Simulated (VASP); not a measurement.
Computed with PW91 GGA, VASP's PBE PAW potentials (set 64) (plane waves; VASP 6.6.1).

A VASP calculation is set up with these files.

INCAR:
```
SYSTEM  =  Zn
PREC  =  Accurate; ENCUT  =  520; LREAL  =  .False.
LASPH  =  .True.
EDIFF  =  1E-6; NELM  =  100; ALGO  =  Normal
LMAXMIX  =  4
ISMEAR  =  1; SIGMA  =  0.1
GGA  =  91
IBRION  =  2; NSW  =  60; ISIF  =  3
EDIFFG  =  -0.01
LWAVE  =  .False.; LCHARG  =  .False.
```

### KPOINTS
```
K-points
0
G
  14 14 7
0 0 0
```

File POSCAR:
```
Zn
1
    1.3300000000    -2.3036280000     0.0000000000
    1.3300000000     2.3036280000     0.0000000000
    0.0000000000     0.0000000000     4.9500000000
Zn
2
Direct
  0.3333330000   0.6666670000   0.2500000000
  0.6666670000   0.3333330000   0.7500000000
```

POTCAR, in this order: Zn (PBE.64 set). Program: vasp_std.

Output

### OSZICAR
```
       N       E                     dE             d eps       ncg     rms          rms(c)
DAV:   1     0.966070845789E+02    0.96607E+02   -0.12951E+04  3144   0.238E+03
DAV:   2     0.371424005105E+00   -0.96236E+02   -0.94946E+02  3136   0.303E+02
DAV:   3    -0.241320160607E+01   -0.27846E+01   -0.27790E+01  3840   0.631E+01
DAV:   4    -0.242147508280E+01   -0.82735E-02   -0.82731E-02  3688   0.350E+00
DAV:   5    -0.242148780101E+01   -0.12718E-04   -0.12718E-04  3872   0.114E-01    0.400E+00
DAV:   6    -0.221836363999E+01    0.20312E+00   -0.10059E+00  3152   0.223E+01    0.297E+00
DAV:   7    -0.220895483819E+01    0.94088E-02   -0.30243E-02  3888   0.322E+00    0.154E+00
DAV:   8    -0.220432680401E+01    0.46280E-02   -0.18153E-03  4120   0.721E-01    0.465E-02
DAV:   9    -0.220433428553E+01   -0.74815E-05   -0.26514E-04  4288   0.242E-01    0.339E-02
DAV:  10    -0.220433823186E+01   -0.39463E-05   -0.23580E-05  3416   0.643E-02    0.283E-03
DAV:  11    -0.220433803736E+01    0.19450E-06   -0.12742E-07  2120   0.565E-03
   1 F= -.22043380E+01 E0= -.22041105E+01  d E =-.220434E+01
       N       E                     dE             d eps       ncg     rms          rms(c)
DAV:   1    -0.222322671747E+01   -0.18888E-01   -0.28149E-01  3560   0.777E+00    0.902E-01
DAV:   2    -0.220982813582E+01    0.13399E-01   -0.40535E-02  3664   0.428E+00    0.412E-01
DAV:   3    -0.220671312019E+01    0.31150E-02   -0.17769E-03  3752   0.702E-01    0.200E-01
DAV:   4    -0.220589352042E+01    0.81960E-03   -0.99202E-04  4168   0.493E-01    0.284E-02
DAV:   5    -0.220590493926E+01   -0.11419E-04   -0.14772E-04  3504   0.165E-01    0.838E-03
DAV:   6    -0.220590355153E+01    0.13877E-05   -0.12646E-05  3528   0.674E-02    0.241E-03
DAV:   7    -0.220590380385E+01   -0.25232E-06   -0.29761E-07  1800   0.113E-02
   2 F= -.22059038E+01 E0= -.22059180E+01  d E =-.156577E-02
       N       E                     dE             d eps       ncg     rms          rms(c)
DAV:   1    -0.220890539639E+01   -0.30018E-02   -0.44393E-02  3544   0.306E+00    0.359E-01
DAV:   2    -0.220678836765E+01    0.21170E-02   -0.64370E-03  3608   0.171E+00    0.164E-01
DAV:   3    -0.220629359764E+01    0.49477E-03   -0.28362E-04  3768   0.286E-01    0.797E-02
DAV:   4    -0.220616428666E+01    0.12931E-03   -0.16022E-04  4176   0.199E-01    0.113E-02
DAV:   5    -0.220616678010E+01   -0.24934E-05   -0.24678E-05  3552   0.686E-02    0.358E-03
DAV:   6    -0.220616652476E+01    0.25535E-06   -0.21138E-06  2008   0.281E-02
   3 F= -.22061665E+01 E0= -.22062309E+01  d E =-.182849E-02
       N       E                     dE             d eps       ncg     rms          rms(c)
DAV:   1    -0.221686079146E+01   -0.10694E-01   -0.17657E-01  3528   0.611E+00    0.713E-01
DAV:   2    -0.220851986659E+01    0.83409E-02   -0.25437E-02  3632   0.339E+00    0.327E-01
DAV:   3    -0.220656547045E+01    0.19544E-02   -0.11119E-03  3760   0.561E-01    0.159E-01
DAV:   4    -0.220604297811E+01    0.52249E-03   -0.63344E-04  4168   0.400E-01    0.218E-02
DAV:   5    -0.220605142162E+01   -0.84435E-05   -0.98500E-05  3544   0.136E-01    0.712E-03
DAV:   6    -0.220605042122E+01    0.10004E-05   -0.87584E-06  3320   0.563E-02    0.194E-03
DAV:   7    -0.220605061967E+01   -0.19845E-06   -0.20419E-07  1632   0.927E-03
   4 F= -.22060506E+01 E0= -.22061513E+01  d E =-.171258E-02
       N       E                     dE             d eps       ncg     rms          rms(c)
DAV:   1    -0.221049625895E+01   -0.44458E-02   -0.69513E-02  3528   0.379E+00    0.449E-01
DAV:   2    -0.220720653218E+01    0.32897E-02   -0.10234E-02  3552   0.216E+00    0.206E-01
DAV:   3    -0.220643394728E+01    0.77258E-03   -0.46194E-04  3672   0.371E-01    0.100E-01
DAV:   4    -0.220621974177E+01    0.21421E-03   -0.25951E-04  4176   0.251E-01    0.144E-02
DAV:   5    -0.220622107841E+01   -0.13366E-05   -0.39588E-05  3592   0.898E-02    0.509E-03
DAV:   6    -0.220622057968E+01    0.49873E-06   -0.40307E-06  2864   0.386E-02
   5 F= -.22062206E+01 E0= -.22063041E+01  d E =-.188254E-02
       N       E                     dE             d eps       ncg     rms          rms(c)
DAV:   1    -0.222675732151E+01   -0.20536E-01   -0.31906E-01  3560   0.806E+00    0.961E-01
DAV:   2    -0.221139688864E+01    0.15360E-01   -0.49381E-02  3544   0.474E+00    0.437E-01
DAV:   3    -0.220798624696E+01    0.34106E-02   -0.19749E-03  3712   0.797E-01    0.217E-01
DAV:   4    -0.220699431845E+01    0.99193E-03   -0.11294E-03  4608   0.544E-01    0.280E-02
DAV:   5    -0.220700791535E+01   -0.13597E-04   -0.20128E-04  3352   0.194E-01    0.106E-02
DAV:   6    -0.220700640748E+01    0.15079E-05   -0.17632E-05  3368   0.793E-02    0.248E-03
DAV:   7    -0.220700622608E+01    0.18140E-06   -0.62031E-07  1672   0.168E-02
   6 F= -.22070062E+01 E0= -.22071227E+01  d E =-.785646E-03
       N       E                     dE             d eps       ncg     rms          rms(c)
DAV:   1    -0.220702823687E+01   -0.21829E-04   -0.30818E-04  3560   0.255E-01    0.295E-02
DAV:   2    -0.220701358195E+01    0.14655E-04   -0.45715E-05  3632   0.144E-01    0.134E-02
DAV:   3    -0.220701059045E+01    0.29915E-05   -0.15588E-06  2320   0.233E-02    0.667E-03
DAV:   4    -0.220700981957E+01    0.77087E-06   -0.10698E-06  2168   0.160E-02
   7 F= -.22070098E+01 E0= -.22071254E+01  d E =-.789240E-03
       N       E                     dE             d eps       ncg     rms          rms(c)
DAV:   1    -0.221390503567E+01   -0.68944E-02   -0.82118E-02  3152   0.538E+00    0.585E-01
DAV:   2    -0.220811084605E+01    0.57942E-02   -0.23916E-02  3264   0.340E+00    0.205E-01
DAV:   3    -0.220744386451E+01    0.66698E-03   -0.48197E-04  3680   0.376E-01    0.112E-01
DAV:   4    -0.220715968787E+01    0.28418E-03   -0.12069E-04  4032   0.209E-01    0.825E-03
DAV:   5    -0.220716066384E+01   -0.97596E-06   -0.20174E-05  3400   0.525E-02    0.312E-03
DAV:   6    -0.220716018363E+01    0.48020E-06   -0.35798E-07  1672   0.577E-03
   8 F= -.22071602E+01 E0= -.22072787E+01  d E =-.150364E-03
```

File OUTCAR:
```
------------------------ aborting loop because EDIFF is reached ----------------------------------------
  FORCE on cell =-STRESS in cart. coord.  units (eV):
  Direction    XX          YY          ZZ          XY          YZ          ZX
  --------------------------------------------------------------------------------------
  Total        0.0129903      0.0129903     -0.0112982      0.0000000      0.0000000     -0.0000000
  in kB        0.6869173      0.6869176     -0.5974377      0.0000000      0.0000000     -0.0000000
  external PRESSURE =       0.2587991 kB  Pullay stress =       0.0000000 kB
  volume of cell :       30.30
      direct lattice vectors                 reciprocal lattice vectors
     1.338128580 -2.317707122  0.000000000     0.373656170 -0.215730450 -0.000000000
     1.338128580  2.317707122  0.000000000     0.373656170  0.215730450  0.000000000
    -0.000000000 -0.000000000  4.884720497    -0.000000000  0.000000000  0.204720004
 POSITION                                       TOTAL-FORCE (eV/Angst)
 -----------------------------------------------------------------------------------
      1.33813      0.77257      1.22118         0.000000     -0.000000     -0.000000
      1.33813     -0.77257      3.66354        -0.000000      0.000000      0.000000
 -----------------------------------------------------------------------------------
    total drift:                                0.000000      0.000075      0.000003
  FREE ENERGIE OF THE ION-ELECTRON SYSTEM (eV)
  ---------------------------------------------------
  free  energy   TOTEN  =        -2.2071601836 eV

  energy  without entropy=       -2.2075156312  energy(sigma->0) =       -2.20727867

 reached required accuracy - stopping structural energy minimisation
```
(Selected blocks of OUTCAR.)

CONTCAR:
```
Zn
   1.00000000000000
     1.3381285802705605   -2.3177071217717256    0.0000000000000000
     1.3381285802705605    2.3177071217717256    0.0000000000000000
    -0.0000000000000000   -0.0000000000000000    4.8847204973276961
  Zn
     2
Direct
     0.3333330000000032    0.6666669999999968    0.2500000000000000
     0.6666669999999968    0.3333330000000032    0.7500000000000000
```

The compound is Zn in the hcp structure. This run relaxes it. Symmetry was kept, so distortions that lower it aren't found.
